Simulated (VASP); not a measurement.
Runs of VASP 6.6.1 on Mg4Sn. Symmetry: Im-3m, No. 229, cubic system. Conventional cell: a = 6.696 Å, b = 6.696 Å, c = 6.696 Å, α = 90.00°, β = 90.00°, γ = 90.00°. Mg (site symmetry -3m) is surrounded by 2 Sn at 2.90 Å. Sn (site symmetry m-3m) is surrounded by 8 Mg at 2.90 Å. The cell was built by a generator and needn't be a form met in nature.

| task | cell | k mesh | cutoff (eV) | mesh quality | gap on the mesh (eV) | pressure (GPa) | relaxed volume (Å³/atom) |
| --- | --- | --- | --- | --- | --- | --- | --- |
| single point | species swapped into the Hg4Pt type (Im-3m, No. 229) | 8 × 8 × 8 | 520 | not flagged | none | -0.1 | - |
| relaxation of cell and atoms | relaxed from: species swapped into the Hg4Pt type (Im-3m, No. 229) | 4 × 4 × 4 | 600 | coarse | none | 0.0 | (a) |
| single point | species swapped into the Hg4Pt type (Im-3m, No. 229) | 4 × 4 × 4 | 520 | coarse | none | 29.3 | - |
| single point | as given | 8 × 8 × 8 | 520 | not flagged | none | -0.1 | - |
| relaxation of cell and atoms | relaxed from: species swapped into the Hg4Pt type (Im-3m, No. 229) | 8 × 8 × 8 | 600 | not flagged | none | 0.0 | 30.01 |

Alike in all rows: level PBE; potentials or basis VASP PAW PBE potentials, release 64 (Mg, Sn_d); no spin polarisation; smearing gaussian 0.1 eV.

Task: Estimate the missing entries.

Result: (a) 29.41.

Caveats: some runs use coarse meshes; the volume moved by over 15 % at a fixed basis, so the end points are rough (some runs); a pressure of tens of GPa on the cell as given is suspect, and the run, the potentials or the cell itself is likely at fault (some runs).

A k mesh can miss the band edges, and the runs leave out spin-orbit coupling on Sn.

A gap of «none» marks a metal or a gap under the smearing width.
